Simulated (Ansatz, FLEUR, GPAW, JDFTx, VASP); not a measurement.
PbF2: programs and potentials compared

```
Pb F
1.0
     0.00000    2.96366    2.96366
     2.96366    0.00000    2.96366
     2.96366    2.96366    0.00000
Pb F
1 2
Cartesian
  0.0000 0.0000 0.0000
  4.4455 4.4455 4.4455
  1.4818 1.4818 1.4818
```

Alike in all runs: task equation of state; functional PBEsol; k mesh 8 × 8 × 8; occupations fermi-dirac, width 0.05 eV; no spin polarisation; no spin-orbit coupling.

| program and potentials | plane-wave cutoff (eV) | notes | equilibrium volume (Å³/atom) | bulk modulus (GPa) |
| --- | --- | --- | --- | --- |
| Ansatz, all-electron LAPW, scalar-relativistic | - | - | 17.10 | 76.3 |
| JDFTx, PseudoDojo-SR-PBEsol-0.4.1-standard with smoothed tails | 1143 | - | 17.12 | 76.6 |
| GPAW, PAW data sets generated for this functional | 800 | - | 17.06 | 75.4 |
| FLEUR, all-electron, FLAPW | - | - | 17.10 | 74.2 |
| VASP, PBE PAW files F, Pb_d, 520 eV | 520 | potentials made for PBE | 17.13 | 76.3 |

The equilibrium volume spans 17.06 (GPAW, PAW data sets generated for this functional) to 17.13 Å³/atom (VASP, PBE PAW files F, Pb_d, 520 eV), with all-electron results at 17.10. The bulk modulus spans 74.2 (FLEUR, all-electron, FLAPW) to 76.6 GPa (JDFTx, PseudoDojo-SR-PBEsol-0.4.1-standard with smoothed tails), with all-electron results at 74.2 to 76.3.

The functional is the same throughout but for its coding, so the spread measures potentials, basis and numerics; runs on potential files found faulty are left out.
